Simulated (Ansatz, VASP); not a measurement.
## Two plane-wave programs on BiIr

INCAR

```
SYSTEM = BiIr
PREC = Accurate
ENCUT = 520
EDIFF = 1E-6
ISMEAR = 0
SIGMA = 0.05
LREAL = .FALSE.
LASPH = .TRUE.
NELM = 60
ALGO = Normal
ISIF = 2
LWAVE = .FALSE.
LCHARG = .FALSE.
GGA = PE
NBANDS = 19
```

The input KPOINTS:

```
regular mesh
0
G
  10 10 10
  0 0 0
```

POSCAR

```
BiIr
1.0
    0.0000000000      2.8128721990      2.8128721990
    2.8128721990      0.0000000000      2.8128721990
    2.8128721990      2.8128721990      0.0000000000
Ir Bi
1 1
Direct
    0.4964449149      0.5035550851      0.5035550851
    0.0000000000      0.0000000000      0.0000000000
```

Input for Ansatz:

```yaml
crystal:
  lattice:
    - [0.0, 2.812872199, 2.812872199]
    - [2.812872199, 0.0, 2.812872199]
    - [2.812872199, 2.812872199, 0.0]
  atoms:
    - { symbol: Ir, position: [0.4964449149, 0.5035550851, 0.5035550851] }
    - { symbol: Bi, position: [0.0, 0.0, 0.0] }
basis:
  ecutwfc: 420
  ecutrho_ratio: 4
kpoints:
  mp_grid: { grid: [10, 10, 10] }
hamiltonian:
  xc: pbe
scf:
  occupations: { method: gaussian, width: 0.05 }
output:
  forces: true
  stress: true
  eigenvalues: true
```

Alike in both runs: task single point; functional PBE; k mesh 10 × 10 × 10; occupations gaussian, width 0.05 eV; no spin polarisation.

```csv
,VASP,Ansatz
version,VASP 6.6.1,Ansatz 0.2.0
potentials or method,"VASP PAW PBE potentials, release 64 (Ir, Bi_d)","scalar-relativistic, plane waves, PAW"
plane-wave cutoff (eV),520,420
valence electrons in the cell,24,32
```

|  | VASP | Ansatz | Ansatz less VASP |
| --- | --- | --- | --- |
| gap on the k mesh at the Fermi level (eV) | none | none | - |
| pressure (GPa) | 0.1 | 0.0 | -0.05 |
| largest component of the traceless stress (GPa) | 0.05 | 0.05 | 0.000 |
| rms of the force components (eV/Å) | 0.025 | 0.024 | -0.0005 |

Atom by atom the forces differ by 0.000 eV/Å (rms over components). A gap of «none» marks a metal or a gap that the smearing closes. The functional is the same, so the differences come from potentials, cutoffs and numerics. The two sets of potentials don't hold the same shells in valence.

Caveats: spin-orbit coupling is left out, which moves the levels of the heavy elements.
